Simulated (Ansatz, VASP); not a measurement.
## SiO2 in two plane-wave programs

Wanted: the spread between two codes on one cell, functional and k mesh. The cell is taken from a series of runs on this material, whose earlier steps may have relaxed, scaled, displaced or heated it; both programs get it as it stands.

Main program and level: Ansatz 0.2.0; plane waves, with VASP 6.6.1 beside it; PBE0 form with 20 % exact exchange with an exact-exchange share of 0.2.

### 1. The starting structure

Symmetry: P3_221, No. 154, trigonal system. The conventional cell has a = 4.916 Å, b = 4.916 Å, c = 5.408 Å, α = 90.00°, β = 90.00°, γ = 120.00°. Nearest to Si lie 4 O at 1.61 Å. Nearest to O lie 2 Si at 1.61 Å. Farther neighbours and most contacts between anions are not listed.

Coordinates:

```xyz
9
Lattice="4.9164 0.0000 0.0000 -2.4582 4.2577 0.0000 0.0000 0.0000 5.4084" Properties=species:S:1:pos:R:3 pbc="T T T"
Si    2.3094    0.0000    3.6056
Si   -1.1547    2.0000    1.8028
Si    1.3035    2.2577    0.0000
O     1.3754    1.1393    4.2487
O     3.2420    0.6215    2.4459
O     2.7571    2.4970    0.6431
O     0.2990    1.7607    1.1597
O    -1.0828    3.1184    2.9625
O     0.7839    3.6362    4.7653
```

### 2. VASP: G0W0 gap, PBE0 form with 20 % exact exchange with an exact-exchange share of 0.2

Quasiparticle shifts depend on high empty states and on the cores, so they are the hardest test of two PAW sets.

Lines of VASP's logs that name or quote its potential files are left out, and so is its time.

The run reads the wave functions of an earlier VASP run, which isn't shown here.

Contents of INCAR:

```
SYSTEM = SiO2
PREC = Accurate
ENCUT = 440
ISMEAR = 0
SIGMA = 0.01
LREAL = .FALSE.
LHFCALC = .TRUE.
AEXX = 0.2
GGA = PE
LASPH = .TRUE.
NBANDS = 496
PRECFOCK = Fast
ALGO = EVGW0
NELMGW = 1
ENCUTGW = 150
NOMEGA = 64
NBANDSGW = 32
LWAVE = .FALSE.
LCHARG = .FALSE.
```

Contents of POSCAR:

```
SiO2
1.0
    4.9163600000      0.0000000000      0.0000000000
   -2.4581800000      4.2576926541      0.0000000000
    0.0000000000      0.0000000000      5.4084000000
Si O
3 6
Direct
    0.4697300000      0.0000000000      0.6666666667
    0.0000000000      0.4697300000      0.3333333333
    0.5302700000      0.5302700000      0.0000000000
    0.4135400000      0.2675800000      0.7855800000
    0.7324200000      0.1459600000      0.4522466667
    0.8540400000      0.5864600000      0.1189133333
    0.2675800000      0.4135400000      0.2144200000
    0.1459600000      0.7324200000      0.5477533333
    0.5864600000      0.8540400000      0.8810866667
```

Contents of KPOINTS:

```
Automatic mesh
0
Gamma
6 6 2
0 0 0
```

Potentials, in the order of the species: Si_GW and O_GW (PBE family, release 64).

Run with:

```
$ mpirun -np 8 vasp_std
```

Numbers of over 12 decimals in the logs are rounded to 6 here.

Output:

```text
[banner, memory and clock lines left out]
running    8 mpi-ranks, on    1 nodes
 distrk:  each k-point on    8 cores,    1 groups
 distr:  one band on    1 cores,    8 groups

 POSCAR found type information on POSCAR SiO
 POSCAR found :  2 types and       9 ions
|                                                                             |
|           W    W    AA    RRRRR   N    N  II  N    N   GGGG   !!!           |
|           W    W   A  A   R    R  NN   N  II  NN   N  G    G  !!!           |
|           W    W  A    A  R    R  N N  N  II  N N  N  G       !!!           |
|           W WW W  AAAAAA  RRRRR   N  N N  II  N  N N  G  GGG   !            |
|           WW  WW  A    A  R   R   N   NN  II  N   NN  G    G                |
|           W    W  A    A  R    R  N    N  II  N    N   GGGG   !!!           |
|                                                                             |
|     For optimal performance we recommend to set                             |
|       NCORE = 2 up to number-of-cores-per-socket                            |
|     NCORE specifies how many cores store one orbital (NPAR=cpu/NCORE).      |
|     This setting can greatly improve the performance of VASP for DFT.       |
|     The default, NCORE=1 might be grossly inefficient on modern             |
|     multi-core architectures or massively parallel machines. Do your        |
|     Unfortunately you need to use the default for GW and RPA                |
|     calculations (for HF NCORE is supported but not extensively tested      |
|     yet).                                                                   |
|                                                                             |

|                                                                             |
|           W    W    AA    RRRRR   N    N  II  N    N   GGGG   !!!           |
|           W    W   A  A   R    R  NN   N  II  NN   N  G    G  !!!           |
|           W    W  A    A  R    R  N N  N  II  N N  N  G       !!!           |
|           W WW W  AAAAAA  RRRRR   N  N N  II  N  N N  G  GGG   !            |
|           WW  WW  A    A  R   R   N   NN  II  N   NN  G    G                |
|           W    W  A    A  R    R  N    N  II  N    N   GGGG   !!!           |
|                                                                             |
|     The default for ENCUTGWSOFT is different in this version of VASP.       |
|     please manually set ENCUTGWSOFT =150 in the INCAR file.                 |
|                                                                             |

 LDA part: xc-table for (Slater+PW92), standard interpolation
 found WAVECAR, reading the header
 POSCAR, INCAR and KPOINTS ok, starting setup
 FFT: planning ... GRIDC
 FFT: planning ... GRID_SOFT
 FFT: planning ... GRID
 reading WAVECAR
 the WAVECAR file was read successfully
 initial charge from wavefunction
 available memory per node:     93.06 GB, setting MAXMEM to     95290

 The Fermi energy was updated, please check that it is located mid-gap
 values below the HOMO (VB) or above the LUMO (CB) will cause erroneous energies
 E-fermi :   3.5328

 calculate exact exchange contribution
 the WAVEDER file was read successfully
energies w=
    0.000    0.000    0.621    0.000    1.240    0.000    1.857    0.000
    2.470    0.000    3.077    0.000    3.678    0.000    4.273    0.000
    4.859    0.000    5.438    0.000    6.009    0.000    6.572    0.000
    7.128    0.000    7.675    0.000    8.216    0.000    8.751    0.000
    9.280    0.000    9.804    0.000   10.325    0.000   10.842    0.000
   11.358    0.000   11.873    0.000   12.388    0.000   12.904    0.000
   13.423    0.000   13.947    0.000   14.476    0.000   15.012    0.000
   15.557    0.000   16.112    0.000   16.680    0.000   17.262    0.000
   17.861    0.000   18.480    0.000   19.121    0.000   19.787    0.000
   20.482    0.000   21.210    0.000   21.977    0.000   22.785    0.000
   23.644    0.000   24.559    0.000   25.538    0.000   26.592    0.000
   27.734    0.000   28.975    0.000   30.335    0.000   31.833    0.000
   33.497    0.000   35.357    0.000   37.456    0.000   39.844    0.000
   42.592    0.000   45.789    0.000   49.559    0.000   54.072    0.000
   59.575    0.000   66.430    0.000   75.201    0.000   86.814    0.000
  102.892    0.000  126.588    0.000  164.908    0.000  237.241    0.000
 responsefunction array rank=     496
 LDA part: xc-table for (Slater+PW92), standard interpolation

 min. memory requirement per mpi rank    641.4 MB, per node   5131.0 MB

 allocating   8 responsefunctions rank=   496
 shmem allocating  64 responsefunctions rank=   496
 response function shared by NCSHMEM nodes    1
 Doing            8  frequencies on each core in blocks of           64
NQ=   1    0.0000    0.0000    0.0000,
|.........|.........|.........|.........|.........|.........|.........|.........
 performed       2075000 updates of chi_q(r,r)
 total number of BLAS operations       3437.69 Gflops
NQ=   2    0.1667    0.0000    0.0000,
|.........|.........|.........|.........|.........|.........|.........|.........
 performed       5610000 updates of chi_q(r,r)
 total number of BLAS operations       9819.94 Gflops
NQ=   3    0.3333    0.0000    0.0000,
|.........|.........|.........|.........|.........|.........|.........|.........
 performed       9145000 updates of chi_q(r,r)
 total number of BLAS operations      16337.26 Gflops
NQ=   4    0.5000    0.0000    0.0000,
|.........|.........|.........|.........|.........|.........|.........|.........
 performed      11792000 updates of chi_q(r,r)
 total number of BLAS operations      21216.28 Gflops
NQ=   5    0.1667    0.1667    0.0000,
|.........|.........|.........|.........|.........|.........|.........|.........
 performed      14883000 updates of chi_q(r,r)
 total number of BLAS operations      26656.28 Gflops
NQ=   6    0.3333    0.1667    0.0000,
|.........|.........|.........|.........|.........|.........|.........|.........
 performed      18799000 updates of chi_q(r,r)
 total number of BLAS operations      33726.10 Gflops
NQ=   7    0.3333    0.3333    0.0000,
|.........|.........|.........|.........|.........|.........|.........|.........
 performed      21065000 updates of chi_q(r,r)
 total number of BLAS operations      38061.10 Gflops
NQ=   8    0.0000    0.0000    0.5000,
|.........|.........|.........|.........|.........|.........|.........|.........
 performed      23140000 updates of chi_q(r,r)
 total number of BLAS operations      41667.02 Gflops
NQ=   9    0.1667    0.0000    0.5000,
|.........|.........|.........|.........|.........|.........|.........|.........
 performed      26675000 updates of chi_q(r,r)
 total number of BLAS operations      47862.54 Gflops
NQ=  10    0.3333    0.0000    0.5000,
|.........|.........|.........|.........|.........|.........|.........|.........
 performed      30210000 updates of chi_q(r,r)
 total number of BLAS operations      54111.14 Gflops
NQ=  11    0.5000    0.0000    0.5000,
|.........|.........|.........|.........|.........|.........|.........|.........
 performed      32857000 updates of chi_q(r,r)
 total number of BLAS operations      58670.31 Gflops
NQ=  12    0.1667    0.1667    0.5000,
|.........|.........|.........|.........|.........|.........|.........|.........
 performed      35948000 updates of chi_q(r,r)
 total number of BLAS operations      63994.94 Gflops
NQ=  13    0.3333    0.1667    0.5000,
|.........|.........|.........|.........|.........|.........|.........|.........
 performed      39864000 updates of chi_q(r,r)
 total number of BLAS operations      71154.35 Gflops
NQ=  14    0.3333    0.3333    0.5000,
|.........|.........|.........|.........|.........|.........|.........|.........
 performed      42130000 updates of chi_q(r,r)
 total number of BLAS operations      75436.32 Gflops
 resolving degeneracies of screened two electron integrals

 calculate QP shifts <psi_nk| G(iteration)W_0 |psi_nk>: iteration 1
 entering main loop
```

From OUTCAR (step 2):

```text
ion  position               nearest neighbor table
   1  0.470  0.000  0.667-   4 1.61   8 1.61   9 1.61   5 1.61   3 3.06   3 3.06   2 3.06   2 3.06

  LATTYP: Found a hexagonal cell.
 ALAT       =     4.9163600000
 C/A-ratio  =     1.1000821746

 Subroutine GETGRP returns: Found  6 space group operations
 (whereof  2 operations were pure point group operations)

The static configuration has the point symmetry C_2 .
 The point group associated with its full space group is D_3 .

 Found     14 irreducible k-points:

   k-points           NKPTS =     14   k-points in BZ     NKDIM =     72   number of bands    NBANDS=    496

   dimension x,y,z NGX =    36 NGY =   36 NGZ =   40
   dimension x,y,z NGXF=    72 NGYF=   72 NGZF=   80

   ENCUT  =  440.0 eV  32.34 Ry    5.69 a.u.   8.41  8.41  9.25*2*pi/ulx,y,z

   NELECT =      48.0000    total number of electrons

  energy-cutoff  :      440.00
  volume of cell :      113.21
      direct lattice vectors                 reciprocal lattice vectors
     4.916360000  0.000000000  0.000000000     0.203402517  0.117434498  0.000000000
    -2.458180000  4.257692654  0.000000000     0.000000000  0.234868996  0.000000000
     0.000000000  0.000000000  5.408400000     0.000000000  0.000000000  0.184897567

 k-points in reciprocal lattice and weights: Automatic mesh
   0.00000000  0.00000000  0.00000000       0.014
   0.16666667  0.00000000  0.00000000       0.083
   0.33333333  0.00000000  0.00000000       0.083
   0.50000000  0.00000000  0.00000000       0.042
   0.16666667  0.16666667  0.00000000       0.083
   0.33333333  0.16666667  0.00000000       0.167
   0.33333333  0.33333333  0.00000000       0.028
   0.00000000  0.00000000  0.50000000       0.014
   0.16666667  0.00000000  0.50000000       0.083
[...]
0.33333333  0.16666667  0.50000000       0.167
   0.33333333  0.33333333  0.50000000       0.028

 E-fermi :   3.5328

 QP shifts <psi_nk| G(iteration)W_0 |psi_nk>: iteration 1
 for sc-GW calculations column KS-energies equals QP-energies in previous step
 and V_xc(KS)=  KS-energies - (<T + V_ion + V_H > + <T+V_H+V_ion>^1  + <V_x>^1)
 k-point   1 :       0.0000    0.0000    0.0000
  band No.  KS-energies  QP-energies   sigma(KS)   V_xc(KS)     V^pw_x(r,r')   Z            occupation Imag(sigma)
    ...
     21      -1.5584      -2.5751     -21.4825     -20.2587     -24.9751       0.8308       2.0000       0.0488
     22      -1.2255      -2.1957     -21.8066     -20.6400     -25.2908       0.8317       2.0000       0.0479
     23      -0.8350      -1.7724     -21.8791     -20.7528     -25.3199       0.8323       2.0000       0.0468
     24      -0.8350      -1.7724     -21.8791     -20.7528     -25.3199       0.8323       2.0000       0.0468
     25       7.5697       8.3230      -9.0071      -9.8574      -5.9562       0.8860       0.0000      -0.0401
     26      10.9882      11.9220      -8.3318      -9.3934      -4.8939       0.8797       0.0000      -0.0480
     27      10.9882      11.9220      -8.3318      -9.3934      -4.8939       0.8797       0.0000      -0.0480
     28      11.4898      12.5284      -9.1247     -10.3118      -5.6750       0.8750       0.0000      -0.0487
    ...

 k-point   2 :       0.1667    0.0000    0.0000
  band No.  KS-energies  QP-energies   sigma(KS)   V_xc(KS)     V^pw_x(r,r')   Z            occupation Imag(sigma)
    ...
     21      -1.5565      -2.5690     -21.5032     -20.2850     -24.9852       0.8311       2.0000       0.0488
     22      -1.3271      -2.3139     -21.7229     -20.5369     -25.1990       0.8320       2.0000       0.0480
     23      -0.7811      -1.7085     -22.0225     -20.9081     -25.4854       0.8322       2.0000       0.0469
     24      -0.7423      -1.6600     -22.0142     -20.9124     -25.4690       0.8329       2.0000       0.0468
     25       8.0065       8.8021      -9.2655     -10.1662      -6.2186       0.8833       0.0000      -0.0405
     26      10.9779      11.9496      -8.4968      -9.6018      -5.0246       0.8794       0.0000      -0.0484
     27      11.0454      12.0100      -8.4421      -9.5399      -4.9465       0.8787       0.0000      -0.0488
     28      11.5232      12.5592      -9.0110     -10.1943      -5.5606       0.8755       0.0000      -0.0487
    ...

 k-point   3 :       0.3333    0.0000    0.0000
  band No.  KS-energies  QP-energies   sigma(KS)   V_xc(KS)     V^pw_x(r,r')   Z            occupation Imag(sigma)
    ...
     21      -1.5671      -2.5684     -21.6209     -20.4171     -25.0732       0.8318       2.0000       0.0483
     22      -1.3754      -2.3680     -21.7079     -20.5139     -25.1896       0.8313       2.0000       0.0485
     23      -0.7632      -1.6815     -22.1101     -21.0071     -25.5862       0.8326       2.0000       0.0471
     24      -0.6012      -1.4922     -22.2069     -21.1368     -25.6783       0.8326       2.0000       0.0468
     25       9.0511       9.9483      -9.6638     -10.6809      -6.5656       0.8821       0.0000      -0.0424
     26      11.0368      12.0834      -9.2563     -10.4521      -5.8252       0.8753       0.0000      -0.0487
     27      11.1507      12.1750      -8.7051      -9.8720      -5.1730       0.8778       0.0000      -0.0494
     28      11.6412      12.6608      -8.9852     -10.1502      -5.5761       0.8752       0.0000      -0.0487
    ...

 k-point   4 :       0.5000    0.0000    0.0000
  band No.  KS-energies  QP-energies   sigma(KS)   V_xc(KS)     V^pw_x(r,r')   Z            occupation Imag(sigma)
    ...
     21      -1.5759      -2.5767     -21.6322     -20.4296     -25.0711       0.8322       2.0000       0.0481
     22      -1.3295      -2.3156     -21.7731     -20.5864     -25.2608       0.8310       2.0000       0.0486
     23      -0.7868      -1.7030     -22.0995     -20.9987     -25.5734       0.8324       2.0000       0.0471
     24      -0.5438      -1.4235     -22.2811     -21.2243     -25.7582       0.8325       2.0000       0.0468
     25       9.9446      10.9444      -9.8123     -10.9523      -6.5446       0.8770       0.0000      -0.0454
     26      10.6866      11.7025      -9.9683     -11.1303      -6.8248       0.8743       0.0000      -0.0457
     27      11.4141      12.3999      -8.5944      -9.7170      -5.1481       0.8781       0.0000      -0.0483
     28      11.4409      12.5112      -9.1687     -10.3928      -5.6894       0.8744       0.0000      -0.0498
    ...

[... 4 further parts left out ...]
```

(Continued in part 2 of 2.)

[Lines on the potential files, build, host, timing and source positions are cut from VASP's logs without a mark.]

[Logs are printed without paths, hosts, clocks, repeated set-up lines and the standing remarks that a program may print on its own settings, such as how far it seeks lower states.]

[Hosts, paths, dates, database ids (printed as entryN), source tags and the programs' standing remarks are cut or masked in the printed files.]
